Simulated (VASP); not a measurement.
# AlN: exact exchange and RPA correlation, part 4 of 6

Wanted: where the RPA puts the energy minimum of AlN. The scan starts from a database cell scaled to its smallest volume. The cell is of the zinc-blende type, which need not be the form that is stable at ambient conditions. The start is a computed cell from a database.

VASP 6.6.1, plane waves and PAW; the level of theory is named at each step.

So far. Step 16 (Orbitals, volume ratio 0.99): The run ends at a pressure of -2.47 GPa. Step 17 (Exact exchange, volume ratio 0.99): The Hartree-Fock energy on these orbitals is -12.8174 eV an atom.

**18. Empty bands, volume ratio 0.99**

This step: LDA; plane waves and PAW (Al_GW, N_GW) (VASP 6.6.1).

The empty bands are made again, for the run that follows.

INCAR reads:

```
SYSTEM = AlN
PREC = Accurate
ENCUT = 470
ISMEAR = 0
SIGMA = 0.05
LREAL = .FALSE.
GGA = CA
NBANDS = 528
ALGO = Exact
NELM = 1
LWAVE = .TRUE.
LCHARG = .FALSE.
LOPTICS = .TRUE.
NEDOS = 1000
CSHIFT = 0.1
```

POSCAR reads:

```
AlN
1.0
    0.0000000000      2.1766891788      2.1766891788
    2.1766891788      0.0000000000      2.1766891788
    2.1766891788      2.1766891788      0.0000000000
Al N
1 1
Direct
    0.0000000000      0.0000000000      0.0000000000
    0.2500000000      0.2500000000      0.2500000000
```

KPOINTS reads:

```
Automatic mesh
0
Gamma
6 6 6
0 0 0
```

Potentials, in the order of the species: Al_GW and N_GW (LDA family, release 64).

The run is started by

```sh
mpirun -np 4 vasp_std
```

Log:

```text
[banner, memory and clock lines left out]
running    4 mpi-ranks, on    1 nodes
[...]
LDA part: xc-table for (Slater(with rela. corr.)+CA(PZ))
 , standard interpolation
 found WAVECAR, reading the header
  number of bands has changed, file:    10 present:   528
  trying to continue reading WAVECAR, but it might fail
 POSCAR, INCAR and KPOINTS ok, starting setup
[...]
reading WAVECAR
 random initialization beyond band           10
 the WAVECAR file was read successfully
 initial charge from wavefunction
 entering main loop
       N       E                     dE             d eps       ncg     rms          rms(c)
DIA:   1    -0.164013E+02   -0.16401E+02    0.00000E+00     0   0.000E+00
   1 F= -.16401340E+02 E0= -.16401340E+02  d E =-.579925E-14
 writing wavefunctions
 optical routines
 imaginary and real dielectric function
 recalculating local potential from charge density
 direction            1
 direction            2
 direction            3
```

Wall time 4.4 s (4 MPI ranks of Intel Xeon 6975P-C (Granite Rapids), shared host); peak memory 0.61 GiB; 14 s of CPU time.

OUTCAR, selected parts (step 18):

```text
  Total       -0.3164419     -0.3164419     -0.3164419      0.0000000      0.0000000      0.0000000
  in kB      -24.5801976    -24.5801976    -24.5801976      0.0000000      0.0000000      0.0000000
  external PRESSURE =     -24.5801976 kB  Pullay stress =       0.0000000 kB

 POSITION                                       TOTAL-FORCE (eV/Angst)
 -----------------------------------------------------------------------------------
      0.00000      0.00000      0.00000        -0.000000     -0.000000     -0.000000
      1.08834      1.08834      1.08834         0.000000      0.000000      0.000000
 -----------------------------------------------------------------------------------
    total drift:                               -0.000000     -0.000000     -0.000000

  FREE ENERGIE OF THE ION-ELECTRON SYSTEM (eV)
  ---------------------------------------------------
  free  energy   TOTEN  =       -16.4013396741 eV

  energy  without entropy=      -16.4013396741  energy(sigma->0) =      -16.40133967

[... 1 part as in an earlier step ...]

[... 2 further parts left out ...]
[key lines of the parts left out:]
E-fermi :   5.1735
```

WAVECAR now holds 528 bands for 8 electrons.

**19. RPA correlation, volume ratio 0.99**

This step: RPA correlation on LDA orbitals; plane waves and PAW (Al_GW, N_GW) (VASP 6.6.1).

RPA correlation at this point.

INCAR reads:

```
SYSTEM = AlN
PREC = Accurate
ENCUT = 470
ISMEAR = 0
SIGMA = 0.05
LREAL = .FALSE.
GGA = CA
NBANDS = 528
ALGO = ACFDT
ENCUTGW = 160
NOMEGA = 12
PRECFOCK = Fast
LWAVE = .FALSE.
LCHARG = .FALSE.
```

POSCAR is that of step 18.

KPOINTS is that of step 18.

The run is started by

```sh
mpirun -np 4 vasp_std
```

Log:

```text
[banner, memory and clock lines left out]
running    4 mpi-ranks, on    1 nodes
[...]
LDA part: xc-table for (Slater(with rela. corr.)+CA(PZ))
 , standard interpolation
 found WAVECAR, reading the header
 POSCAR, INCAR and KPOINTS ok, starting setup
[...]
reading WAVECAR
 the WAVECAR file was read successfully
 initial charge from wavefunction
 available memory per node:     95.30 GB, setting MAXMEM to     97587

 The Fermi energy was updated, please check that it is located mid-gap
 values below the HOMO (VB) or above the LUMO (CB) will cause erroneous energies
 E-fermi :   6.5386

 the WAVEDER file was read successfully
 set NWRITE>2 for more details about minimax calculation
 number of imaginary grid points requested:      12
 number of distinct grids requested:  1
 quadrature errors minimized for energies in [ 0.323E+01, 0.473E+03 ]
 bosonic grid (T=0, re) determined with error: 0.7219E-08
 bosonic grid (re): 0.7219E-08
       0.7189       2.3153       4.4346       7.5961      12.6299
[...]
NQ=  10    0.3333    0.3333    0.0000,
|.........|.........|.........|.........
 performed      53080000 updates of chi_q(r,r)
 total number of BLAS operations       3836.83 Gflops
NQ=  11    0.5000    0.3333    0.0000,
|.........|.........|.........|.........
 performed      58388000 updates of chi_q(r,r)
 total number of BLAS operations       4253.10 Gflops
NQ=  12   -0.3333    0.3333    0.0000,
|.........|.........|.........|.........
 performed      63696000 updates of chi_q(r,r)
 total number of BLAS operations       4686.35 Gflops
NQ=  13    0.5000    0.5000    0.0000,
|.........|.........|.........|.........
 performed      69004000 updates of chi_q(r,r)
 total number of BLAS operations       5045.84 Gflops
NQ=  14    0.5000    0.3333    0.1667,
|.........|.........|.........|.........
 performed      74312000 updates of chi_q(r,r)
 total number of BLAS operations       5397.55 Gflops
NQ=  15   -0.3333    0.3333    0.1667,
|.........|.........|.........|.........
 performed      79620000 updates of chi_q(r,r)
 total number of BLAS operations       5772.83 Gflops
NQ=  16   -0.3333    0.5000    0.1667,
|.........|.........|.........|.........
 performed      84928000 updates of chi_q(r,r)
 total number of BLAS operations       6232.20 Gflops
 entering main loop
```

Run time: 87 s. Hardware: 4 MPI ranks; peak memory 1.6 GiB.

From OUTCAR (step 19):

```text
      cutoff energy     smooth cutoff   RPA   correlation   Hartree contr. to MP2
---------------------------------------------------------------------------------
            160.000           128.000      -11.0698749276      -17.8642822712
            152.381           121.905      -10.9411478572      -17.6993181148
            145.125           116.100      -10.8072601964      -17.5250616013
            138.214           110.571      -10.6664118797      -17.3388922570
            131.632           105.306      -10.5194807828      -17.1418718327
            125.364           100.291      -10.3679348974      -16.9355866357
            119.394            95.516      -10.2086739737      -16.7155039594
            113.709            90.967      -10.0455424076      -16.4866413116
  linear regression

[... 2 parts as in an earlier step ...]

[... 2 further parts left out ...]
[key lines of the parts left out:]
E-fermi :   6.5386
```

The correlation energy is -6.2927 eV an atom, -17 meV against the point before. With exact exchange the total is -19.1102 eV an atom.

**20. Comparison: r2SCAN, volume ratio 0.99**

This step: r2SCAN; plane waves and PAW (Al_GW, N_GW) (VASP 6.6.1).

The comparison at this point.

INCAR reads:

```
SYSTEM = AlN
PREC = Accurate
ENCUT = 470
EDIFF = 1E-06
NELM = 100
ISMEAR = 0
SIGMA = 0.05
LREAL = .FALSE.
ALGO = Normal
METAGGA = R2SCAN
LASPH = .TRUE.
NBANDS = 10
LWAVE = .FALSE.
LCHARG = .FALSE.
KPAR = 4
```

POSCAR is that of step 19.

KPOINTS is that of step 19.

The run is started by

```sh
mpirun -np 4 vasp_std
```

Log:

```text
[... set-up lines as in an earlier step ...]
 entering main loop
       N       E                     dE             d eps       ncg     rms          rms(c)
DAV:   1    -0.257705E+02   -0.25770E+02   -0.44931E+03   336   0.686E+02
DAV:   2    -0.613908E+02   -0.35620E+02   -0.34331E+02   412   0.192E+02
DAV:   3    -0.626349E+02   -0.12440E+01   -0.12424E+01   388   0.292E+01
DAV:   4    -0.626434E+02   -0.84986E-02   -0.84977E-02   428   0.307E+00
[...]
DAV:   9    -0.579848E+02    0.25403E-03   -0.18417E-03   508   0.424E-01    0.577E-02
DAV:  10    -0.579849E+02   -0.87166E-04   -0.13737E-04   360   0.159E-01    0.342E-03
DAV:  11    -0.579849E+02   -0.29246E-06   -0.33011E-06   410   0.152E-02
   1 F= -.57984908E+02 E0= -.57984908E+02  d E =-.124062E-13
```

Run time: 5 s. Hardware: 4 MPI ranks; peak memory 0.49 GiB; 17 s of CPU time.

From OUTCAR (step 20):

```text
  Total        0.0892228      0.0892228      0.0892228      0.0000000     -0.0000000      0.0000000
  in kB        6.9305452      6.9305452      6.9305452      0.0000000     -0.0000000      0.0000000
  external PRESSURE =       6.9305452 kB  Pullay stress =       0.0000000 kB

 POSITION                                       TOTAL-FORCE (eV/Angst)
 -----------------------------------------------------------------------------------
      0.00000      0.00000      0.00000        -0.000000     -0.000000     -0.000000
      1.08834      1.08834      1.08834         0.000000      0.000000      0.000000
 -----------------------------------------------------------------------------------
    total drift:                               -0.000001     -0.000001     -0.000001

  FREE ENERGIE OF THE ION-ELECTRON SYSTEM (eV)
  ---------------------------------------------------
  free  energy   TOTEN  =       -57.9849084436 eV

  energy  without entropy=      -57.9849084436  energy(sigma->0) =      -57.98490844

[... 2 parts as in an earlier step ...]

[... 1 further part left out ...]
[key lines of the parts left out:]
E-fermi :   5.1735
```

Its energy is -28.9925 eV an atom, on a zero of its own.

**21. Orbitals for comparison: HSE06, volume ratio 0.99**

This step: LDA; plane waves and PAW (Al_GW, N_GW) (VASP 6.6.1).

Starting orbitals, as before.

INCAR reads:

```
SYSTEM = AlN
PREC = Accurate
ENCUT = 470
EDIFF = 1E-05
NELM = 100
ISMEAR = 0
SIGMA = 0.05
LREAL = .FALSE.
ALGO = Normal
GGA = CA
NBANDS = 10
LORBIT = 11
LWAVE = .TRUE.
LCHARG = .FALSE.
KPAR = 4
```

POSCAR is that of step 20.

KPOINTS is that of step 20.

The run is started by

```sh
mpirun -np 4 vasp_std
```

Log:

```text
[... set-up lines as in an earlier step ...]
 entering main loop
       N       E                     dE             d eps       ncg     rms          rms(c)
[... 10 cycles as in an earlier step ...]
DAV:  11    -0.164013E+02    0.18959E-05   -0.40504E-06   214   0.262E-02
   1 F= -.16401340E+02 E0= -.16401340E+02  d E =-.452599E-18
 writing wavefunctions
```

It took 1.6 s on 4 MPI ranks; peak memory 0.45 GiB; 3.6 s of CPU time.

Parts of OUTCAR (step 21):

```text
  Total       -0.3178043     -0.3178043     -0.3178043      0.0000000      0.0000000      0.0000000
  in kB      -24.6860209    -24.6860209    -24.6860209      0.0000000      0.0000000      0.0000000
  external PRESSURE =     -24.6860209 kB  Pullay stress =       0.0000000 kB

  FREE ENERGIE OF THE ION-ELECTRON SYSTEM (eV)
  ---------------------------------------------------
  free  energy   TOTEN  =       -16.4013396349 eV

  energy  without entropy=      -16.4013396349  energy(sigma->0) =      -16.40133963

[... 3 parts as in an earlier step ...]

[... 1 further part left out ...]
[key lines of the parts left out:]
E-fermi :   5.2172
```

The run ends at a pressure of -2.47 GPa.

**22. Comparison: HSE06, volume ratio 0.99**

This step: HSE06; plane waves and PAW (Al_GW, N_GW) (VASP 6.6.1).

The comparison at this point.

INCAR reads:

```
SYSTEM = AlN
PREC = Accurate
ENCUT = 470
EDIFF = 1E-06
NELM = 100
ISMEAR = 0
SIGMA = 0.05
LREAL = .FALSE.
ALGO = Normal
LHFCALC = .TRUE.
AEXX = 0.25
GGA = PE
HFSCREEN = 0.2
LASPH = .TRUE.
NBANDS = 10
PRECFOCK = Fast
LWAVE = .FALSE.
LCHARG = .FALSE.
KPAR = 4
```

POSCAR is that of step 21.

KPOINTS is that of step 21.

The WAVECAR or CHGCAR of an earlier step is read.

The run is started by

```sh
mpirun -np 4 vasp_std
```

Log:

```text
[... set-up lines as in an earlier step ...]
 entering main loop
       N       E                     dE             d eps       ncg     rms          rms(c)
DAV:   1    -0.174511E+02   -0.17451E+02   -0.77705E-01   326   0.999E+00    0.549E-01
DAV:   2    -0.174500E+02    0.10526E-02   -0.97205E-03   454   0.113E+00    0.363E-01
DAV:   3    -0.174481E+02    0.19164E-02   -0.47166E-03   406   0.394E-01    0.240E-01
DAV:   4    -0.174477E+02    0.37602E-03   -0.41794E-04   382   0.157E-01    0.150E-01
[...]
DAV:   8    -0.174475E+02    0.63131E-05   -0.25161E-06   268   0.186E-02    0.151E-02
DAV:   9    -0.174475E+02    0.21929E-05   -0.93278E-07   186   0.115E-02    0.885E-03
DAV:  10    -0.174475E+02    0.39054E-06   -0.31174E-07   178   0.669E-03
   1 F= -.17447479E+02 E0= -.17447479E+02  d E =-.663613E-11
```

The job ended after 28 s (4 MPI ranks; peak memory 0.89 GiB).

From OUTCAR (step 22):

```text
 POSITION                                       TOTAL-FORCE (eV/Angst)
 -----------------------------------------------------------------------------------
      0.00000      0.00000      0.00000        -0.000000      0.000000     -0.000000
      1.08834      1.08834      1.08834         0.000000     -0.000000      0.000000
 -----------------------------------------------------------------------------------
    total drift:                                0.000000      0.000000     -0.000000

  FREE ENERGIE OF THE ION-ELECTRON SYSTEM (eV)
  ---------------------------------------------------
  free  energy   TOTEN  =       -17.4474785690 eV

  energy  without entropy=      -17.4474785690  energy(sigma->0) =      -17.44747857

[... 2 parts as in an earlier step ...]

[... 1 further part left out ...]
[key lines of the parts left out:]
E-fermi :   4.4609
```

Its energy is -8.7237 eV an atom, on a zero of its own.

**23. Orbitals, volume ratio 1.02**

This step: LDA; plane waves and PAW (Al_GW, N_GW) (VASP 6.6.1).

The same chain follows at a volume ratio of 1.02.

INCAR reads:

```
SYSTEM = AlN
PREC = Accurate
ENCUT = 470
EDIFF = 1E-08
NELM = 100
ISMEAR = 0
SIGMA = 0.05
LREAL = .FALSE.
ALGO = Normal
GGA = CA
NBANDS = 10
LORBIT = 11
LWAVE = .TRUE.
LCHARG = .FALSE.
KPAR = 4
```

POSCAR reads:

```
AlN
1.0
    0.0000000000      2.1984575146      2.1984575146
    2.1984575146      0.0000000000      2.1984575146
    2.1984575146      2.1984575146      0.0000000000
Al N
1 1
Direct
    0.0000000000      0.0000000000      0.0000000000
    0.2500000000      0.2500000000      0.2500000000
```

KPOINTS is that of step 22.

The run is started by

```sh
mpirun -np 4 vasp_std
```

Log:

```text
[... set-up lines as in an earlier step ...]
 entering main loop
       N       E                     dE             d eps       ncg     rms          rms(c)
DAV:   1     0.193018E+02    0.19302E+02   -0.46289E+03   328   0.693E+02
DAV:   2    -0.176797E+02   -0.36982E+02   -0.34551E+02   408   0.187E+02
DAV:   3    -0.188238E+02   -0.11441E+01   -0.11413E+01   428   0.283E+01
DAV:   4    -0.188306E+02   -0.68068E-02   -0.68045E-02   378   0.254E+00
[...]
DAV:  11    -0.163841E+02    0.19473E-05   -0.39105E-06   386   0.253E-02    0.180E-03
DAV:  12    -0.163841E+02    0.23696E-07   -0.72212E-08   390   0.276E-03    0.236E-04
DAV:  13    -0.163841E+02    0.47916E-08   -0.94480E-09   238   0.713E-04
   1 F= -.16384065E+02 E0= -.16384065E+02  d E =-.602402E-17
 writing wavefunctions
```

The job ended after 1.6 s (4 MPI ranks; peak memory 0.47 GiB; 4.2 s of CPU time).

OUTCAR, selected parts (step 23):

```text
  Total       -1.0954186     -1.0954186     -1.0954186      0.0000000      0.0000000      0.0000000
  in kB      -82.5860066    -82.5860066    -82.5860066      0.0000000      0.0000000      0.0000000
  external PRESSURE =     -82.5860066 kB  Pullay stress =       0.0000000 kB

 POSITION                                       TOTAL-FORCE (eV/Angst)
 -----------------------------------------------------------------------------------
      0.00000      0.00000      0.00000        -0.000000     -0.000000     -0.000000
      1.09923      1.09923      1.09923         0.000000      0.000000      0.000000
 -----------------------------------------------------------------------------------
    total drift:                               -0.000000     -0.000000     -0.000000

  FREE ENERGIE OF THE ION-ELECTRON SYSTEM (eV)
  ---------------------------------------------------
  free  energy   TOTEN  =       -16.3840646042 eV

  energy  without entropy=      -16.3840646042  energy(sigma->0) =      -16.38406460

[... 1 part as in an earlier step ...]

[... 2 further parts left out ...]
[key lines of the parts left out:]
E-fermi :   4.9506
```

The run ends at a pressure of -8.26 GPa.

**24. Exact exchange, volume ratio 1.02**

This step: Hartree-Fock energy on LDA orbitals; plane waves and PAW (Al_GW, N_GW) (VASP 6.6.1).

Exact exchange at this point.

INCAR reads:

```
SYSTEM = AlN
PREC = Accurate
ENCUT = 470
ISMEAR = 0
SIGMA = 0.05
LREAL = .FALSE.
GGA = CA
NBANDS = 10
ALGO = Eigenval
NELM = 1
LHFCALC = .TRUE.
AEXX = 1
ALDAC = 0
AGGAC = 0
PRECFOCK = Normal
LWAVE = .FALSE.
LCHARG = .FALSE.
```

POSCAR is that of step 23.

KPOINTS is that of step 23.

The run starts from files that an earlier step left in the folder.

The run is started by

```sh
mpirun -np 4 vasp_std
```

Log:

```text
[... set-up lines as in an earlier step ...]
 entering main loop
       N       E                     dE             d eps       ncg     rms          rms(c)
EIG:   1    -0.256167E+02   -0.25617E+02    0.00000E+00     0   0.000E+00
   1 F= -.25616654E+02 E0= -.25616654E+02  d E =-.502055E-23
```

Wall time 12 s (4 MPI ranks); peak memory 0.42 GiB.

OUTCAR, selected parts (step 24):

```text
  FREE ENERGIE OF THE ION-ELECTRON SYSTEM (eV)
  ---------------------------------------------------
  free  energy   TOTEN  =       -25.6166540534 eV

  energy  without entropy=      -25.6166540534  energy(sigma->0) =      -25.61665405

[... 3 parts as in an earlier step ...]

[... 1 further part left out ...]
[key lines of the parts left out:]
E-fermi :   5.0071
```

The Hartree-Fock energy on these orbitals is -12.8083 eV an atom.

**25. Empty bands, volume ratio 1.02**

This step: LDA; plane waves and PAW (Al_GW, N_GW) (VASP 6.6.1).

The empty bands are made again, for the run that follows.

INCAR reads:

```
SYSTEM = AlN
PREC = Accurate
ENCUT = 470
ISMEAR = 0
SIGMA = 0.05
LREAL = .FALSE.
GGA = CA
NBANDS = 528
ALGO = Exact
NELM = 1
LWAVE = .TRUE.
LCHARG = .FALSE.
LOPTICS = .TRUE.
NEDOS = 1000
CSHIFT = 0.1
```

POSCAR is that of step 24.

KPOINTS is that of step 24.

The run is started by

```sh
mpirun -np 4 vasp_std
```

Log:

```text
[... set-up lines as in an earlier step ...]
 entering main loop
       N       E                     dE             d eps       ncg     rms          rms(c)
DIA:   1    -0.163841E+02   -0.16384E+02    0.00000E+00     0   0.000E+00
   1 F= -.16384065E+02 E0= -.16384065E+02  d E =-.118619E-21
 writing wavefunctions
 optical routines
 imaginary and real dielectric function
 recalculating local potential from charge density
 direction            1
 direction            2
 direction            3
```

Wall time 4.2 s (4 MPI ranks); peak memory 0.59 GiB; 14 s of CPU time.

Parts of OUTCAR (step 25):

```text
  Total       -1.0954830     -1.0954830     -1.0954830     -0.0000000      0.0000000     -0.0000000
  in kB      -82.5908641    -82.5908641    -82.5908641     -0.0000000      0.0000000     -0.0000000
  external PRESSURE =     -82.5908641 kB  Pullay stress =       0.0000000 kB

 POSITION                                       TOTAL-FORCE (eV/Angst)
 -----------------------------------------------------------------------------------
      0.00000      0.00000      0.00000         0.000000      0.000000      0.000000
      1.09923      1.09923      1.09923        -0.000000     -0.000000     -0.000000
 -----------------------------------------------------------------------------------
    total drift:                               -0.000000     -0.000000     -0.000000

  FREE ENERGIE OF THE ION-ELECTRON SYSTEM (eV)
  ---------------------------------------------------
  free  energy   TOTEN  =       -16.3840646059 eV

  energy  without entropy=      -16.3840646059  energy(sigma->0) =      -16.38406461

[... 2 parts as in an earlier step ...]

[... 1 further part left out ...]
[key lines of the parts left out:]
E-fermi :   4.9952
```

[end of part 4 of 6]

[Long decimals in the printed logs are rounded to 6 places.]

[Lines on the potential files, build, host, timing and source positions are cut from VASP's logs without a mark.]

[Logs are printed without paths, hosts, clocks, repeated set-up lines and the standing remarks that a program may print on its own settings, such as how far it seeks lower states.]

[Hosts, paths, dates, database ids (printed as entryN), source tags and the programs' standing remarks are cut or masked in the printed files.]

[Measured values are set beside computed ones only where the two were judged alike; some that the calculation misses by far are left out.]

[Pressures printed for these runs are not shown converged in the cutoff: they can be off by several GPa and have the wrong sign.]
